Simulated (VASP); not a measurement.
These are r2SCAN+rVV10, VASP's PBE PAW potentials (set 64) (plane waves; VASP 6.6.1) values and carry that method's errors.

A VASP calculation is set up with these files.

File POSCAR:
```
NaCl
1
    0.0000000000     2.8200000000     2.8200000000
    2.8200000000     0.0000000000     2.8200000000
    2.8200000000     2.8200000000     0.0000000000
Na Cl
1 1
Direct
  0.0000000000   0.0000000000   0.0000000000
  0.5000000000   0.5000000000   0.5000000000
```

KPOINTS:
```
Automatic
0
gamma
  7 7 7
```

**INCAR**
```
ALGO=Normal
BPARAM=11.95
CPARAM=0.0093
EDIFF=1E-6
EDIFFG=-0.01
ENCUT=520
IBRION=2
ISIF=3
ISMEAR=0
LASPH=T
LCHARG=F
LMIXTAU=T
LREAL=F
LUSE_VDW=T
LWAVE=F
METAGGA=R2SCAN
NELM=100
NSW=60
PREC=Accurate
SIGMA=0.05
SYSTEM=NaCl
```

POTCAR, in this order: Na_pv Cl (PBE.64 set). Program: vasp_std.

Energy and stress use the plane-wave basis of the starting cell.

**Question.** What does the run give for the energy per atom (σ→0), volume per atom, band gap (on the k-mesh)?

**Answer.** 
```json
{
 "energy per atom (σ→0)": "-642.7 kJ/mol of atoms",
 "band gap (on the k-mesh)": "6.03 eV",
 "volume_per_atom": "21.45 Å³/atom"
}
```

**OSZICAR**
```
...
DAV:   5    -0.133212698080E+02    0.27230E-03   -0.79167E-04   440   0.447E-01    0.211E-02
DAV:   6    -0.133213678714E+02   -0.98063E-04   -0.18891E-04   440   0.192E-01    0.682E-03
DAV:   7    -0.133213682289E+02   -0.35750E-06   -0.32271E-05   440   0.717E-02    0.493E-03
DAV:   8    -0.133213744732E+02   -0.62442E-05   -0.26772E-06   440   0.240E-02    0.146E-03
DAV:   9    -0.133213759011E+02   -0.14279E-05   -0.13441E-06   458   0.141E-02    0.557E-04
DAV:  10    -0.133213779537E+02   -0.20527E-05   -0.10625E-07   229   0.552E-03    0.393E-04
DAV:  11    -0.133213778384E+02    0.11529E-06   -0.11864E-08   220   0.175E-03
   5 F= -.13321378E+02 E0= -.13321378E+02  d E =-.849434E-02
```

The compound is NaCl in the rock salt structure. This run relaxes it. Symmetry was kept, so distortions that lower it aren't found.
